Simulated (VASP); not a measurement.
Wanted: the native input for a VASP 6.6.1 run.

```yaml
Task: optical spectrum
Functional: PBE
Potentials_or_basis: VASP PAW PBE potentials, release 64 (Ag)
Cutoff: 520 eV
k_mesh: 20 × 20 × 20
Occupations: gaussian, width 0.05 eV
Spin: spin-orbit coupling, no magnetisation
Further_INCAR_settings: ALGO = Fast; EDIFF = 1e-07; NBANDS = 59
```

The structure of Ag lies in POSCAR:

```
Ag                                      
1.0
    0.0000000000      2.0257627213      2.0257627213
    2.0257627213      0.0000000000      2.0257627213
    2.0257627213      2.0257627213      0.0000000000
  Ag            
     1
Direct
     0.0000000000000000    0.0000000000000000    0.0000000000000000
```

One way to write it, as run:

INCAR

```
PREC = Accurate
ENCUT = 520
EDIFF = 1E-7
ISMEAR = 0
SIGMA = 0.05
LREAL = F
LASPH = T
NELM = 80
ALGO = Fast
ISIF = 2
LWAVE = F
LCHARG = F
MAGMOM = 0 0 0
LORBIT = 11
LSORBIT = T
GGA_COMPAT = F
LMAXMIX = 4
GGA = PE
LOPTICS = T
NBANDS = 59
NEDOS = 3000
CSHIFT = 0.05
KPAR = 4
```

KPOINTS

```
regular mesh
0
Gamma
  20 20 20
```

Potentials or basis: VASP PAW PBE potentials, release 64 (Ag).

Launch:

```console
$ cat potpaw_PBE.64/Ag/POTCAR > POTCAR
$ mpirun -np 4 vasp_ncl > vasp.out
```

Results of the run:

The pressure is 7.6 GPa and the valence electrons inside the program's atomic spheres are Ag 9.90.

Caveat: independent-particle spectra lack excitons.

Wall time 68 s on 4 MPI ranks on Intel(R) Xeon(R) 6975P-C (Granite Rapids) (shared host), peak memory 0.61 GiB a rank.
